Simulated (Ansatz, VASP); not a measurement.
ZrAl3B3N: VASP beside Ansatz

```
Zr Al B N
1.0
     5.33884    0.00000    0.00000
     0.00000    5.33884    0.00000
     0.00000    0.00000    5.75057
Zr Al B N
1 3 3 1
Cartesian
  2.6694 2.6694 0.0000
  0.0000 2.6694 0.0000
  2.6694 0.0000 0.0000
  2.6694 2.6694 2.8753
  0.0000 0.0000 1.5653
  0.0000 0.0000 4.1853
  0.0000 0.0000 0.0000
  0.0000 0.0000 2.8753
```

Alike in both runs: functional PBE; k mesh 3 × 3 × 3; occupations gaussian, width 0.15 eV; no spin polarisation.

Ansatz relaxed the structure, and its values are those at the end. VASP's run is a single point on that final structure, the one shown.

```csv
,VASP,Ansatz
version,VASP 6.6.1,Ansatz 0.2.0
potentials or method,"VASP PAW PBE potentials, release 64 (Zr_sv, Al, B, N)","scalar-relativistic, plane waves, PAW"
plane-wave cutoff (eV),520,420
valence electrons in the cell,35,35
```

Ansatz gave:

```
gap on the k mesh at the Fermi level (eV) : none
pressure (GPa)                            : 0.6
rms of the force components (eV/Å)        : 0.013
```

**Question.** Which values does VASP return?

**Answer.** gap on the k mesh at the Fermi level (eV): none; pressure (GPa): 0.5; rms of the force components (eV/Å): 0.009.

A gap of «none» marks a metal or a gap that the smearing closes.

Caveats: the k mesh is coarse (spacing up to 0.39 Å⁻¹), so the values aren't converged.
